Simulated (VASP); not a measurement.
A run of VASP 6.6.1:

INCAR

```
PREC = Normal ; ENCUT = 450
EDIFF = 1E-7 ; ISMEAR = 1
SIGMA = 0.1 ; LREAL = Auto
LASPH = True ; NELM = 80
ALGO = Normal ; ISIF = 2
LWAVE = False ; LCHARG = False
LDIPOL = True ; IDIPOL = 3
DIPOL = 0.5 0.5 0.462 ; GGA = PE
IVDW = 12 ; LVHAR = True
LVACPOTAV = True ; ICORELEVEL = 1
KPAR = 4
```

The input KPOINTS:

```
Automatic mesh
0
Gamma
  6 6 1
```

Contents of POSCAR:

```
Cu16CO                                  
1.0
    5.0471613300      0.0000000000      0.0000000000
   -2.5235806600      4.3709699300      0.0000000000
    0.0000000000      0.0000000000     26.3314849500
  Cu              C               O             
    16     1     1
Selective dynamics
Direct
     0.3333333300000021    0.1666666699999979    0.3228074700000008   F   F   F
     0.3333333300000021    0.6666666699999979    0.3228074700000008   F   F   F
     0.8333333300000021    0.1666666699999979    0.3228074700000008   F   F   F
     0.8333333300000021    0.6666666699999979    0.3228074700000008   F   F   F
     0.6666666699999979    0.3333333300000021    0.4010596099999972   F   F   F
     0.6666666699999979    0.8333333300000021    0.4010596099999972   F   F   F
     0.1666666699999979    0.3333333300000021    0.4010596099999972   F   F   F
     0.1666666699999979    0.8333333300000021    0.4010596099999972   F   F   F
     0.0007353896239321    0.4992646103760680    0.4785069560861020   T   T   T
     0.0007353896239321    0.0014707792478644    0.4785069560861020   T   T   T
     0.4985292207521355    0.4992646103760680    0.4785069560861020   T   T   T
     0.5000000000000000    0.0000000000000000    0.4814604508100396   T   T   T
     0.3336303250845452    0.6672606601690841    0.5595137770188878   T   T   T
     0.3336303250845452    0.1663696749154546    0.5595137770188878   T   T   T
     0.8333333300000021    0.6666666699999979    0.5550379388192184   T   T   T
     0.8327393398309159    0.1663696749154546    0.5595137770188878   T   T   T
     0.1666666699999979    0.3333333300000021    0.6139412362838484   T   T   T
     0.1666666699999979    0.3333333300000021    0.6587370671726220   T   T   T
```

Potentials or basis: VASP PAW PBE potentials, release 64 (Cu, C, O).

Launch:

```console
$ cat potpaw_PBE.64/Cu/POTCAR potpaw_PBE.64/C/POTCAR potpaw_PBE.64/O/POTCAR > POTCAR
$ mpirun -np 4 vasp_std > vasp.out
```

Hardware: 4 MPI ranks on AMD EPYC 9R45 96-Core Processor (Zen 5), with other jobs on the host.

**Question.** How long does it take, and how much memory?

**Answer.** It took 2.3 min on 4 MPI ranks on AMD EPYC 9R45 96-Core Processor (Zen 5), on a shared host, peak memory 0.48 GiB a rank. Counts: scf iterations 35, k points 7.
